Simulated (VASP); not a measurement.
Method: PBEsol GGA, VASP's PBE PAW potentials (set 64) (plane waves; VASP 6.6.1).

VASP input:

### KPOINTS
```
Automatic mesh
0
Gamma
10 10 10
0 0 0
```

**INCAR**
```
ALGO=Normal
EDIFF=1E-7
EDIFFG=-0.01
ENCUT=600
GGA=PS
IBRION=2
ISIF=3
ISMEAR=0
LASPH=.TRUE.
LCHARG=.FALSE.
LREAL=.FALSE.
LWAVE=.FALSE.
NELM=100
NSW=40
PREC=Accurate
PSTRESS=10
SIGMA=0.05
SYSTEM=AlN
```

POSCAR:
```
AlN
1
   -0.0000000000     2.1887657021     2.1887657021
    2.1887657021     0.0000000000     2.1887657021
    2.1887657021     2.1887657021    -0.0000000000
Al N
1 1
Direct
  0.0000000000   0.0000000000   0.0000000000
  0.2500000000   0.2500000000   0.2500000000
```

POTCAR, in this order: Al N (PBE.64 set). Program: vasp_std.

Question: Predict the energy per atom (σ→0), volume per atom, band gap (on the k-mesh).

Answer: 
The energy per atom (σ→0) comes out as -7.806 eV/atom, the band gap (on the k-mesh) is 3.19 eV and the volume per atom is 10.43 Å³/atom.

**OSZICAR**
```
...
       N       E                     dE             d eps       ncg     rms          rms(c)
DAV:   1    -0.156133301509E+02   -0.16393E-02   -0.15457E-02   760   0.115E+00    0.169E-01
DAV:   2    -0.156127287014E+02    0.60145E-03   -0.35215E-03   792   0.423E-01    0.388E-02
DAV:   3    -0.156127216513E+02    0.70501E-05   -0.48743E-05   856   0.771E-02    0.132E-02
DAV:   4    -0.156127171456E+02    0.45057E-05   -0.20461E-06   944   0.128E-02    0.593E-03
DAV:   5    -0.156127162082E+02    0.93733E-06   -0.54313E-07   832   0.663E-03    0.314E-03
DAV:   6    -0.156127161586E+02    0.49633E-07   -0.58715E-09   400   0.811E-04
   3 F= -.15482553E+02 E0= -.15482553E+02  d E =-.415290E-03
```

The compound is AlN in the zinc blende structure, a metastable form; wurtzite is the usual one. This run relaxes it under an external pressure of 1 GPa. Symmetry was kept, so distortions that lower it aren't found.
